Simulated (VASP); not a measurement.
OSZICAR of a VASP run on BN (hex):

File OSZICAR:
```
       N       E                     dE             d eps       ncg     rms          rms(c)
DAV:   1     0.601078007204E+02    0.60108E+02   -0.86794E+03   576   0.127E+03
DAV:   2    -0.417508929883E+02   -0.10186E+03   -0.93398E+02   848   0.279E+02
DAV:   3    -0.462174395855E+02   -0.44665E+01   -0.44371E+01   744   0.613E+01
DAV:   4    -0.462610478977E+02   -0.43608E-01   -0.43592E-01   696   0.676E+00
DAV:   5    -0.462616450274E+02   -0.59713E-03   -0.59707E-03   728   0.763E-01    0.109E+01
DAV:   6    -0.400304715531E+02    0.62312E+01   -0.62300E+00   668   0.206E+01    0.576E+00
DAV:   7    -0.377386439800E+02    0.22918E+01   -0.61909E-01   716   0.860E+00    0.290E+00
DAV:   8    -0.399949787726E+02   -0.22563E+01   -0.17022E+00   624   0.113E+01    0.193E+00
DAV:   9    -0.385244971713E+02    0.14705E+01   -0.54474E-01   584   0.840E+00    0.260E-01
DAV:  10    -0.382410507776E+02    0.28345E+00   -0.87795E-02   600   0.334E+00    0.166E-01
DAV:  11    -0.381763474209E+02    0.64703E-01   -0.25040E-02   584   0.189E+00    0.150E-01
DAV:  12    -0.382118510789E+02   -0.35504E-01   -0.18122E-02   576   0.165E+00    0.118E-01
DAV:  13    -0.382194351008E+02   -0.75840E-02   -0.67606E-03   688   0.102E+00    0.838E-02
DAV:  14    -0.382433938900E+02   -0.23959E-01   -0.46267E-03   576   0.930E-01    0.171E-02
DAV:  15    -0.382445801999E+02   -0.11863E-02   -0.56565E-04   656   0.322E-01    0.436E-03
DAV:  16    -0.382446203142E+02   -0.40114E-04   -0.87726E-06   732   0.348E-02    0.347E-03
DAV:  17    -0.382446291040E+02   -0.87898E-05   -0.36024E-06   652   0.223E-02    0.445E-03
DAV:  18    -0.382446398092E+02   -0.10705E-04   -0.38272E-06   656   0.230E-02    0.244E-03
DAV:  19    -0.382446376185E+02    0.21907E-05   -0.14761E-07   392   0.461E-03    0.974E-04
DAV:  20    -0.382446391275E+02   -0.15089E-05   -0.36006E-08   372   0.269E-03    0.511E-04
DAV:  21    -0.382446381678E+02    0.95966E-06   -0.53963E-08   332   0.303E-03
   1 F= -.38244638E+02 E0= -.38244638E+02  d E =-.382446E+02
```

Question: Which electronic solver shows in the log?

Answer: It is blocked Davidson (ALGO = Normal, or the opening steps of other solvers). The INCAR had ALGO = Normal.

Question: Can the final energy be trusted as converged?

Answer: The run converged. It stopped with EDIFF = 1E-6, NELM = 100, NSW = 60 and EDIFFG = -0.02 after 1 ionic step (r2SCAN+rVV10, plane waves, VASP's PBE PAW potentials (set 64)).

The compound is BN in the hex structure. It was relaxed first. The start is the result of an earlier pass.
